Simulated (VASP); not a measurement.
Level of theory: LDA (Ceperley-Alder, Perdew-Zunger), VASP's LDA PAW potentials (set 64) (plane waves; VASP).

Input for VASP

**INCAR**
```
# general
SYSTEM   =  CuAu
PREC     =  Accurate
ENCUT    =  520
LREAL    =  F   # projection in real space or not
LASPH    =  T

# electronic loop
EDIFF    =  1E-6
NELM     =  100
ALGO     =  Normal
LMAXMIX  =  6

# smearing
ISMEAR   =  1
SIGMA    =  0.1

# ions
IBRION   =  2   # conjugate gradients
NSW      =  60
ISIF     =  3
EDIFFG   =  -0.01

# output
LWAVE    =  F
LCHARG   =  F
```

**POSCAR**
```
CuAu
1.0
  2.8050667230   0.0000000000   0.0000000000
  0.0000000000   2.8050667230   0.0000000000
  0.0000000000   0.0000000000   3.5120530978
Cu Au
1 1
Cart
  0.0000000000   0.0000000000   0.0000000000
  1.4025333615   1.4025333615   1.7560265489
```

File KPOINTS:
```
K-points
0
G
  12 12 9
0 0 0
```

POTCAR, in this order: Cu Au (LDA.64 set). Program: vasp_std.

Q: What will the output report for the number of irreducible k-points (NKPTS), largest plane-wave count, number of space-group operations, FFT grid (NGX, NGY, NGZ)?

A: 
```json
{
  "number of irreducible k-points (NKPTS)": "140",
  "largest_plane_wave_count": "764",
  "number_of_space_group_operations": "16",
  "FFT grid (NGX, NGY, NGZ)": "24 × 24 × 28"
}
```

The compound is CuAu in the L1_0 structure. It was relaxed first. The start is the result of an earlier pass.
